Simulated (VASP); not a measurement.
Calculation: r2SCAN meta-GGA, VASP's PBE PAW potentials (set 64) (plane waves; VASP).

Input for VASP

**KPOINTS**
```
Regular mesh
0
Gamma
 15 15 8
0 0 0
```

### POSCAR
```
Co
1.0
  1.2322286402  -2.1342828350   0.0000000000
  1.2322286402   2.1342828350   0.0000000000
  0.0000000000   0.0000000000   4.0180836478
Co
2
Cart
  1.2322286402   0.7114290345   1.0045209120
  1.2322286402  -0.7114290345   3.0135627358
```

### INCAR
```
SYSTEM = Co
PREC = Accurate
ENCUT = 520
EDIFF = 1E-6
NELM = 100
ALGO = Normal
LREAL = .FALSE.
LASPH = .TRUE.
ISMEAR = 1
SIGMA = 0.1
METAGGA = R2SCAN
LMIXTAU = .TRUE.
LMAXMIX = 4
ISPIN = 2
MAGMOM = 1.7 1.7
LORBIT = 10
LWAVE = .FALSE.
LCHARG = .FALSE.
IBRION = 2
ISIF = 3
NSW = 60
EDIFFG = -0.01
```

POTCAR, in this order: Co (PBE.64 set). Program: vasp_std.

The resulting files:

File OUTCAR:
```
 ion  position               nearest neighbor table
   1  0.333  0.667  0.250-   2 2.46   2 2.46   2 2.46   2 2.46   2 2.46   2 2.46
   2  0.667  0.333  0.750-   1 2.46   1 2.46   1 2.46   1 2.46   1 2.46   1 2.46
  LATTYP: Found a hexagonal cell.
 ALAT       =     2.4644574741
 C/A-ratio  =     1.6304130585
 Subroutine PRICEL returns:
 Original cell was already a primitive cell.
 Subroutine GETGRP returns: Found 24 space group operations
The static configuration has the point symmetry D_3d.
 The point group associated with its full space group is D_6h.
The dynamic configuration has the point symmetry D_3d.
The overall configuration has the point symmetry D_3d.
 Subroutine INISYM returns: Found 24 space group operations
 Subroutine IBZKPT returns following result:
 Found    135 irreducible k-points:

 Following reciprocal coordinates:
            Coordinates               Weight
  0.000000  0.000000  0.000000      1.000000
  0.066667  0.000000  0.000000      6.000000
  0.133333  0.000000  0.000000      6.000000
  0.200000  0.000000  0.000000      6.000000
  0.266667  0.000000  0.000000      6.000000
  0.333333  0.000000  0.000000      6.000000
  0.400000  0.000000  0.000000      6.000000
  0.466667  0.000000  0.000000      6.000000
  0.066667  0.066667  0.000000      6.000000
  0.133333  0.066667  0.000000     12.000000
  0.200000  0.066667  0.000000     12.000000
  0.266667  0.066667  0.000000     12.000000
  0.333333  0.066667  0.000000     12.000000
  0.400000  0.066667  0.000000     12.000000
  0.466667  0.066667  0.000000      6.000000
  0.133333  0.133333  0.000000      6.000000
  0.200000  0.133333  0.000000     12.000000
  0.266667  0.133333  0.000000     12.000000
  0.333333  0.133333  0.000000     12.000000
  0.400000  0.133333  0.000000     12.000000
  0.200000  0.200000  0.000000      6.000000
...
```

OSZICAR:
```
       N       E                     dE             d eps       ncg     rms          rms(c)
DAV:   1     0.693041082535E+02    0.69304E+02   -0.86050E+03  8204   0.165E+03
DAV:   2    -0.289199969528E+02   -0.98224E+02   -0.91242E+02  8114   0.264E+02
DAV:   3    -0.314491637565E+02   -0.25292E+01   -0.24653E+01  9675   0.606E+01
DAV:   4    -0.314894395761E+02   -0.40276E-01   -0.40266E-01 11975   0.573E+00
DAV:   5    -0.314897323728E+02   -0.29280E-03   -0.29279E-03  9851   0.504E-01    0.179E+01
DAV:   6    -0.271874506261E+02    0.43023E+01   -0.23377E+01  9038   0.101E+02    0.102E+01
DAV:   7    -0.264133681704E+02    0.77408E+00   -0.27507E+00  9633   0.331E+01    0.536E+00
DAV:   8    -0.264328774016E+02   -0.19509E-01   -0.83086E-02 11161   0.291E+00    0.203E+00
DAV:   9    -0.264134233080E+02    0.19454E-01   -0.15558E-02 10697   0.188E+00    0.674E-01
DAV:  10    -0.264103776322E+02    0.30457E-02   -0.12531E-02 10632   0.207E+00    0.279E-01
DAV:  11    -0.264104010754E+02   -0.23443E-04   -0.83876E-04  9653   0.480E-01    0.147E-01
DAV:  12    -0.264103832219E+02    0.17854E-04   -0.46113E-05 12608   0.118E-01    0.956E-02
DAV:  13    -0.264104070377E+02   -0.23816E-04   -0.10462E-04 10515   0.182E-01    0.276E-02
DAV:  14    -0.264104057773E+02    0.12604E-05   -0.74483E-06  9545   0.514E-02    0.512E-03
DAV:  15    -0.264104055715E+02    0.20579E-06   -0.19527E-07  5128   0.512E-03
   1 F= -.26410406E+02 E0= -.26410334E+02  d E =-.264104E+02  mag=     3.3698
```

File OUTCAR:
```
------------------------ aborting loop because EDIFF is reached ----------------------------------------
  FORCE on cell =-STRESS in cart. coord.  units (eV):
  Direction    XX          YY          ZZ          XY          YZ          ZX
  --------------------------------------------------------------------------------------
  Total        0.0132635      0.0132635      0.0089917      0.0000000      0.0000000      0.0000000
  in kB        1.0054871      1.0054873      0.6816512      0.0000000      0.0000000      0.0000000
  external PRESSURE =       0.8975419 kB  Pullay stress =       0.0000000 kB
  volume of cell :       21.13
      direct lattice vectors                 reciprocal lattice vectors
     1.232228640 -2.134282835  0.000000000     0.405768851 -0.234270731  0.000000000
     1.232228640  2.134282835  0.000000000     0.405768851  0.234270731  0.000000000
     0.000000000  0.000000000  4.018083648     0.000000000  0.000000000  0.248874859
 POSITION                                       TOTAL-FORCE (eV/Angst)
 -----------------------------------------------------------------------------------
      1.23223      0.71143      1.00452        -0.000000      0.000000      0.000000
      1.23223     -0.71143      3.01356         0.000000      0.000000      0.000000
 -----------------------------------------------------------------------------------
    total drift:                               -0.000023     -0.000006     -0.000028
  FREE ENERGIE OF THE ION-ELECTRON SYSTEM (eV)
  ---------------------------------------------------
  free  energy   TOTEN  =       -26.4104055715 eV

  energy  without entropy=      -26.4101915126  energy(sigma->0) =      -26.41033422

 total charge

# of ion       s       p       d       tot
------------------------------------------
    1        0.519   0.581   7.250   8.350
    2        0.519   0.581   7.250   8.350
--------------------------------------------------
tot          1.038   1.161  14.500  16.699

 magnetization (x)

# of ion       s       p       d       tot
------------------------------------------
    1       -0.015  -0.093   1.855   1.747
    2       -0.015  -0.093   1.855   1.747
--------------------------------------------------
tot         -0.031  -0.186   3.710   3.493

 reached required accuracy - stopping structural energy minimisation
```
(Selected blocks of OUTCAR.)

The compound is Co in the hcp structure. It was relaxed first. The start is the result of an earlier pass.
